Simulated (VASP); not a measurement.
Given:

```
GaZn35O35
1.0
    4.93232    -8.54303     0.00000
    4.93232     8.54303     0.00000
    0.00000     0.00000    10.58478
Zn O Ga
35 35 1
Cartesian
  1.64610  -0.96339   2.64323
  1.64794   0.94848   0.02453
  1.64464  -0.95314   7.94998
  1.63848   0.92924   5.30005
  3.30051   1.89034   2.66625
  3.28941   3.79160   0.02405
  3.28666   1.89645   7.96930
  3.30276   3.79766   5.29530
  4.94435   4.74981   2.64264
  4.93118   6.64359  10.58275
  4.93348   4.74446   7.94920
  4.93514   6.63812   5.29868
  3.29307  -3.80173   2.64248
  3.29481  -1.89604   0.00360
  3.28847  -3.79811   7.94987
  3.28460  -1.91510   5.31157
  4.93480  -0.96256   2.64815
  4.93595   0.94460   0.02501
  4.93683  -0.95405   7.92710
  6.58734   1.90046   2.64637
  6.57666   3.78831   0.00229
  6.57985   1.89410   7.92758
  6.58750   3.80582   5.31153
  4.92947  -6.63870   2.64660
  4.93329  -4.74657  10.58150
  4.93576  -6.64802   7.94800
  4.93487  -4.74963   5.31648
  6.56819  -3.80016   2.64755
  6.57356  -1.89731   0.00574
  6.58211  -3.80146   7.94609
  6.58648  -1.89335   5.30350
  8.22499  -0.95350   2.64900
  8.21635   0.95034   0.00503
  8.22407  -0.95211   7.94788
  8.21751   0.93251   5.30332
  1.65962  -0.94251   4.65517
  1.67130   0.95952   2.05600
  1.64728  -0.94166   9.95681
  1.66347   0.95333   7.28070
  3.29081   3.76694   2.05519
  3.29715   1.89111   9.96008
  3.29362   3.77343   7.27811
  4.93159   4.72367   4.65441
  4.93549   6.64199   2.00826
  4.92538   4.73742   9.95649
  4.93617   6.64062   7.30327
  3.29738  -3.80477   4.65386
  3.29779  -1.89805   2.01668
  3.28493  -3.79616   9.95478
  3.29143  -1.89651   7.30601
  4.92407  -0.83951   4.69491
  4.92633   0.95071   2.04590
  4.93480  -0.93425   9.92975
  4.91498   0.95667   7.16801
  6.47746   1.84765   4.69351
  6.57929   3.78562   2.01602
  6.56124   1.88642   9.93020
  6.57533   3.79047   7.30627
  4.95167  -6.65676   4.66398
  4.93553  -4.74982   2.00594
  4.94044  -6.65411   9.95640
  4.93511  -4.74909   7.31487
  6.59563  -3.81388   4.66433
  6.57154  -1.90107   2.02204
  6.58885  -3.80069   9.95478
  6.57794  -1.90149   7.29937
  8.22322  -0.95440   4.65285
  8.21890   0.95188   2.02134
  8.21743  -0.94832   9.95308
  8.22155   0.94786   7.29928
  4.76815   1.04163   5.21882
```
Cell charge +1.

The numbers are results of PBE GGA, VASP's PBE PAW potentials (set 64) (plane waves; VASP), not measurements. Numerical set-up: PREC = Normal, LREAL = Auto, ISYM = 0, NELECT = 632.0, 400 eV cut-off, 1×1×1 Γ-centred mesh, Gaussian smearing of 0.050 eV, potentials Zn O Ga. Starting moments (MAGMOM): 71*0.0282. The cell's moment is fixed (NUPDOWN = 2).

At this cut-off the stress carries a Pulay error, which pulls relaxed volumes low. The cell is charged, with a uniform compensating background.  The supercell is sampled at Γ alone, which is coarse: total energies, pressure and levels can be off, energies of defects by several tenths of an eV.

Question: What does the run give for the cell moment, energy per atom (σ→0), pressure?

Answer: 
```yaml
cell_moment: 2.00 μB
energy per atom (σ→0): -4.441 eV/atom
pressure: -5.53 GPa
```

Question: Give the moment on each site (PAW-sphere projection).

Answer: 
```json
[
 {"site": "Zn1", "moment (μB)": "0.01"},
 {"site": "Zn2", "moment (μB)": "0.02"},
 {"site": "Zn3", "moment (μB)": "0.01"},
 {"site": "Zn4", "moment (μB)": "0.01"},
 {"site": "Zn5", "moment (μB)": "0.01"},
 {"site": "Zn6", "moment (μB)": "0.02"},
 {"site": "Zn7", "moment (μB)": "0.01"},
 {"site": "Zn8", "moment (μB)": "0.01"},
 {"site": "Zn9", "moment (μB)": "0.01"},
 {"site": "Zn10", "moment (μB)": "0.02"},
 {"site": "Zn11", "moment (μB)": "0.01"},
 {"site": "Zn12", "moment (μB)": "0.01"},
 {"site": "Zn13", "moment (μB)": "0.02"},
 {"site": "Zn14", "moment (μB)": "0.02"},
 {"site": "Zn15", "moment (μB)": "0.01"},
 {"site": "Zn16", "moment (μB)": "0.01"},
 {"site": "Zn17", "moment (μB)": "0.01"},
 {"site": "Zn18", "moment (μB)": "0.01"},
 {"site": "Zn19", "moment (μB)": "0.01"},
 {"site": "Zn20", "moment (μB)": "0.01"},
 {"site": "Zn21", "moment (μB)": "0.02"},
 {"site": "Zn22", "moment (μB)": "0.01"},
 {"site": "Zn23", "moment (μB)": "0.01"},
 {"site": "Zn24", "moment (μB)": "0.01"},
 {"site": "Zn25", "moment (μB)": "0.02"},
 {"site": "Zn26", "moment (μB)": "0.01"},
 {"site": "Zn27", "moment (μB)": "0.01"},
 {"site": "Zn28", "moment (μB)": "0.01"},
 {"site": "Zn29", "moment (μB)": "0.02"},
 {"site": "Zn30", "moment (μB)": "0.01"},
 {"site": "Zn31", "moment (μB)": "0.01"},
 {"site": "Zn32", "moment (μB)": "0.02"},
 {"site": "Zn33", "moment (μB)": "0.02"},
 {"site": "Zn34", "moment (μB)": "0.02"},
 {"site": "Zn35", "moment (μB)": "0.01"},
 {"site": "O36", "moment (μB)": "0.01"},
 {"site": "O37", "moment (μB)": "0.03"},
 {"site": "O38", "moment (μB)": "0.04"},
 {"site": "O39", "moment (μB)": "0.03"},
 {"site": "O40", "moment (μB)": "0.03"},
 {"site": "O41", "moment (μB)": "0.03"},
 {"site": "O42", "moment (μB)": "0.03"},
 {"site": "O43", "moment (μB)": "0.01"},
 {"site": "O44", "moment (μB)": "0.03"},
 {"site": "O45", "moment (μB)": "0.04"},
 {"site": "O46", "moment (μB)": "0.02"},
 {"site": "O47", "moment (μB)": "0.01"},
 {"site": "O48", "moment (μB)": "0.03"},
 {"site": "O49", "moment (μB)": "0.04"},
 {"site": "O50", "moment (μB)": "0.03"},
 {"site": "O51", "moment (μB)": "0.02"},
 {"site": "O52", "moment (μB)": "0.03"},
 {"site": "O53", "moment (μB)": "0.03"},
 {"site": "O54", "moment (μB)": "0.03"},
 {"site": "O55", "moment (μB)": "0.02"},
 {"site": "O56", "moment (μB)": "0.03"},
 {"site": "O57", "moment (μB)": "0.03"},
 {"site": "O58", "moment (μB)": "0.03"},
 {"site": "O59", "moment (μB)": "0.01"},
 {"site": "O60", "moment (μB)": "0.03"},
 {"site": "O61", "moment (μB)": "0.04"},
 {"site": "O62", "moment (μB)": "0.03"},
 {"site": "O63", "moment (μB)": "0.01"},
 {"site": "O64", "moment (μB)": "0.03"},
 {"site": "O65", "moment (μB)": "0.04"},
 {"site": "O66", "moment (μB)": "0.02"},
 {"site": "O67", "moment (μB)": "0.01"},
 {"site": "O68", "moment (μB)": "0.03"},
 {"site": "O69", "moment (μB)": "0.04"},
 {"site": "O70", "moment (μB)": "0.02"},
 {"site": "Ga71", "moment (μB)": "0.07"}
]
```

Only differences to runs with the same potentials and settings are physical.

The cell is a supercell with a defect, built from ZnO (wurtzite): Ga_Zn-vac_O, charge +1.
